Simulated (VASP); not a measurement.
All values below come from r2SCAN meta-GGA, VASP's PBE PAW potentials (set 64) (plane waves; VASP).

VASP ran on this input.

**POSCAR**
```
GeRh
1
    5.6713347683     0.0000000000     0.0000000000
    0.0000000000     3.2589129297     0.0000000000
    0.0000000000     0.0000000000     6.4862369389
Ge Rh
4 4
Direct
  0.8075581206   0.7500000000   0.4381273337
  0.1924418794   0.2500000000   0.5618726663
  0.6924418794   0.2500000000   0.9381273337
  0.3075581206   0.7500000000   0.0618726663
  0.9961400179   0.7500000000   0.7963548281
  0.0038599821   0.2500000000   0.2036451719
  0.5038599821   0.2500000000   0.2963548281
  0.4961400179   0.7500000000   0.7036451719
```

**INCAR**
```
LMAXMIX = 4
EDIFFG = -0.02   ! ionic stop
NELM = 100   ! most electronic steps
EDIFF = 1E-6
ISMEAR = 1
ISIF = 3   ! ions, shape and volume
METAGGA = R2SCAN
LMIXTAU = T
LREAL = F   ! projection in real space or not
PREC = Accurate
LASPH = T
ENCUT = 400   ! plane-wave cut-off (eV)
LCHARG = F
NSW = 60
SYSTEM = GeRh
ALGO = Normal   ! blocked Davidson
SIGMA = 0.1
IBRION = 2   ! conjugate gradients
LWAVE = F
```

File KPOINTS:
```
Automatic mesh
0
Gamma
5 9 5
0 0 0
```

POTCAR, in this order: Ge_d Rh_pv (PBE.64 set). Program: vasp_std.

What VASP printed:

OSZICAR:
```
       N       E                     dE             d eps       ncg     rms          rms(c)
DAV:   1     0.150611276746E+04    0.15061E+04   -0.50120E+04  8669   0.394E+03
DAV:   2     0.862267037563E+02   -0.14199E+04   -0.13773E+04  6218   0.106E+03
DAV:   3    -0.162936304145E+03   -0.24916E+03   -0.23950E+03  6412   0.261E+02
DAV:   4    -0.180211551405E+03   -0.17275E+02   -0.16893E+02  7164   0.754E+01
DAV:   5    -0.180726918294E+03   -0.51537E+00   -0.51391E+00  6953   0.142E+01    0.246E+01
DAV:   6    -0.164842884517E+03    0.15884E+02   -0.24096E+01  6560   0.289E+01    0.692E+00
DAV:   7    -0.156748111237E+03    0.80948E+01   -0.31239E+00  6641   0.139E+01    0.470E+00
DAV:   8    -0.155748075093E+03    0.10000E+01   -0.11955E+00  6725   0.416E+00    0.143E+00
DAV:   9    -0.156466223395E+03   -0.71815E+00   -0.36554E-01  6482   0.235E+00    0.109E+00
DAV:  10    -0.156366104588E+03    0.10012E+00   -0.70473E-02  6623   0.123E+00    0.183E-01
DAV:  11    -0.156484060680E+03   -0.11796E+00   -0.15462E-01  6390   0.143E+00    0.279E-01
DAV:  12    -0.156488557239E+03   -0.44966E-02   -0.63100E-03  6791   0.375E-01    0.244E-01
DAV:  13    -0.156502814597E+03   -0.14257E-01   -0.47253E-03  6419   0.218E-01    0.137E-01
DAV:  14    -0.156505601345E+03   -0.27867E-02   -0.23142E-03  6879   0.176E-01    0.222E-02
DAV:  15    -0.156505460108E+03    0.14124E-03   -0.11581E-04  6573   0.523E-02    0.167E-02
DAV:  16    -0.156505744059E+03   -0.28395E-03   -0.17355E-04  6455   0.525E-02    0.655E-03
DAV:  17    -0.156505742923E+03    0.11359E-05   -0.22852E-05  5652   0.246E-02    0.283E-03
DAV:  18    -0.156505751374E+03   -0.84513E-05   -0.63349E-06  4975   0.127E-02    0.101E-03
DAV:  19    -0.156505751253E+03    0.12112E-06   -0.19607E-07  3503   0.329E-03
   1 F= -.15650575E+03 E0= -.15650557E+03  d E =-.156506E+03
       N       E                     dE             d eps       ncg     rms          rms(c)
DAV:   1    -0.156515816127E+03   -0.10065E-01   -0.18339E-01  7414   0.326E+00    0.729E-01
DAV:   2    -0.156508128282E+03    0.76878E-02   -0.43459E-02  6383   0.138E+00    0.299E-01
DAV:   3    -0.156506235011E+03    0.18933E-02   -0.41939E-03  6843   0.522E-01    0.136E-01
DAV:   4    -0.156505725417E+03    0.50959E-03   -0.15822E-03  7658   0.255E-01    0.393E-02
DAV:   5    -0.156505856830E+03   -0.13141E-03   -0.31578E-04  7320   0.124E-01    0.272E-02
DAV:   6    -0.156505841805E+03    0.15025E-04   -0.43205E-05  6555   0.390E-02    0.148E-02
DAV:   7    -0.156505867605E+03   -0.25801E-04   -0.30628E-05  6325   0.295E-02    0.383E-03
DAV:   8    -0.156505872904E+03   -0.52984E-05   -0.68673E-06  4945   0.148E-02    0.208E-03
DAV:   9    -0.156505874288E+03   -0.13842E-05   -0.42039E-07  3440   0.391E-03    0.105E-03
DAV:  10    -0.156505875191E+03   -0.90347E-06   -0.16444E-07  3205   0.211E-03
   2 F= -.15650588E+03 E0= -.15650563E+03  d E =-.123939E-03
       N       E                     dE             d eps       ncg     rms          rms(c)
DAV:   1    -0.156506964622E+03   -0.10903E-02   -0.19798E-02  7422   0.107E+00    0.240E-01
DAV:   2    -0.156506146796E+03    0.81783E-03   -0.46487E-03  6373   0.450E-01    0.976E-02
DAV:   3    -0.156505946827E+03    0.19997E-03   -0.44291E-04  6857   0.170E-01    0.446E-02
DAV:   4    -0.156505901298E+03    0.45530E-04   -0.16865E-04  7668   0.831E-02    0.131E-02
DAV:   5    -0.156505912698E+03   -0.11400E-04   -0.35875E-05  7347   0.412E-02    0.867E-03
DAV:   6    -0.156505908645E+03    0.40534E-05   -0.54322E-06  5019   0.128E-02    0.477E-03
DAV:   7    -0.156505908325E+03    0.31970E-06   -0.31834E-06  4885   0.888E-03
   3 F= -.15650591E+03 E0= -.15650568E+03  d E =-.157072E-03
       N       E                     dE             d eps       ncg     rms          rms(c)
DAV:   1    -0.156507129163E+03   -0.12205E-02   -0.56435E-02  6797   0.133E+00    0.216E-01
DAV:   2    -0.156506363247E+03    0.76592E-03   -0.23605E-03  7110   0.457E-01    0.118E-01
DAV:   3    -0.156506123614E+03    0.23963E-03   -0.53761E-04  7833   0.178E-01    0.445E-02
DAV:   4    -0.156506125210E+03   -0.15955E-05   -0.20117E-04  7121   0.844E-02    0.165E-02
DAV:   5    -0.156506124416E+03    0.79382E-06   -0.21514E-05  7027   0.302E-02    0.756E-03
DAV:   6    -0.156506125095E+03   -0.67965E-06   -0.47513E-06  4990   0.117E-02
   4 F= -.15650613E+03 E0= -.15650584E+03  d E =-.216771E-03
```

**OUTCAR**
```
------------------------ aborting loop because EDIFF is reached ----------------------------------------
  FORCE on cell =-STRESS in cart. coord.  units (eV):
  Direction    XX          YY          ZZ          XY          YZ          ZX
  --------------------------------------------------------------------------------------
  Total       -0.1006703      0.0407846     -0.1193203      0.0000000      0.0000000      0.0000000
  in kB       -1.3437701      0.5444021     -1.5927140      0.0000000      0.0000000      0.0000000
  external PRESSURE =      -0.7973607 kB  Pullay stress =       0.0000000 kB
  volume of cell :      120.03
      direct lattice vectors                 reciprocal lattice vectors
     5.675361602  0.000000000  0.000000000     0.176200227  0.000000000  0.000000000
    -0.000000000  3.263685184  0.000000000    -0.000000000  0.306402102  0.000000000
     0.000000000  0.000000000  6.480152929     0.000000000  0.000000000  0.154317346
 POSITION                                       TOTAL-FORCE (eV/Angst)
 -----------------------------------------------------------------------------------
      4.58449      2.44776      2.83815         0.003332      0.000000     -0.017541
      1.09087      0.81592      3.64200        -0.003332     -0.000000      0.017541
      3.92855      0.81592      6.07823        -0.003332     -0.000000     -0.017541
      1.74681      2.44776      0.40192         0.003332      0.000000      0.017541
      5.65312      2.44776      5.16091        -0.005973     -0.000000      0.007249
      0.02224      0.81592      1.31925         0.005973      0.000000     -0.007249
      2.85992      0.81592      1.92083         0.005973      0.000000      0.007249
      2.81544      2.44776      4.55932        -0.005973     -0.000000     -0.007249
 -----------------------------------------------------------------------------------
    total drift:                                0.000000      0.000000     -0.000000
  FREE ENERGIE OF THE ION-ELECTRON SYSTEM (eV)
  ---------------------------------------------------
  free  energy   TOTEN  =      -156.5061250954 eV

  energy  without entropy=     -156.5052665528  energy(sigma->0) =     -156.50583891

 reached required accuracy - stopping structural energy minimisation
```
(Selected blocks of OUTCAR.)

**CONTCAR**
```
GeRh
   1.00000000000000
     5.6753616016667090    0.0000000000000000    0.0000000000000000
    -0.0000000000000000    3.2636851841506185    0.0000000000000000
     0.0000000000000000    0.0000000000000000    6.4801529285034905
  Ge              Rh
     4     4
Direct
     0.8077881876632047    0.7500000000000000    0.4379762597649535
     0.1922118123367953    0.2500000000000000    0.5620237402350464
     0.6922118123367953    0.2500000000000000    0.9379762597649536
     0.3077881876632047    0.7500000000000000    0.0620237402350465
     0.9960814487758656    0.7500000000000000    0.7964174166658230
     0.0039185512241344    0.2500000000000000    0.2035825833341770
     0.5039185512241344    0.2500000000000000    0.2964174166658231
     0.4960814487758656    0.7500000000000000    0.7035825833341770
```

### OUTCAR
```
 val. band max:        9.3978040961   @ k =   0.2000   0.2222   0.2000

 cond. band min:       9.4245419015   @ k =   0.4000   0.4444   0.4000


 Fermi energy:         9.4048008838

 k-point     1 :       0.0000    0.0000    0.0000
  band No.  band energies     occupation
      1     -38.4946      2.00000
      2     -38.4841      2.00000
      3     -38.3535      2.00000
      4     -38.3526      2.00000
      5     -38.3107      2.00000
      6     -38.2829      2.00000
      7     -38.2745      2.00000
      8     -38.2564      2.00000
      9     -38.2312      2.00000
     10     -38.2115      2.00000
     11     -38.2103      2.00000
     12     -38.1906      2.00000
     13     -15.7742      2.00000
     14     -15.7698      2.00000
     15     -15.7616      2.00000
     16     -15.7509      2.00000
     17     -15.7168      2.00000
     18     -15.7114      2.00000
     19     -15.6977      2.00000
     20     -15.6966      2.00000
     21     -15.6912      2.00000
     22     -15.6893      2.00000
     23     -15.6840      2.00000
     24     -15.6781      2.00000
     25     -15.6774      2.00000
     26     -15.6731      2.00000
     27     -15.6697      2.00000
     28     -15.6677      2.00000
     29     -15.6508      2.00000
     30     -15.6482      2.00000
     31     -15.6477      2.00000
     32     -15.6347      2.00000
     33      -3.2388      2.00000
     34      -1.0662      2.00000
     35       0.0900      2.00000
     36       1.0875      2.00000
     37       3.0271      2.00000
     38       3.3980      2.00000
     39       4.9314      2.00000
     40       5.0908      2.00000
     41       5.3080      2.00000
     42       5.4370      2.00000
     43       5.5966      2.00000
     44       5.7722      2.00000
     45       6.0315      2.00000
     46       6.1376      2.00000
     47       6.6953      2.00000
     48       6.8578      2.00000
     49       6.9420      2.00000
     50       7.0408      2.00000
     51       7.2683      2.00000
...
```

The structure comes from a computed database's GeRh entry (Pnma); how it stands against other phases isn't given here. This run relaxes it. Symmetry was kept, so distortions that lower it aren't found. The start is the result of an earlier pass.
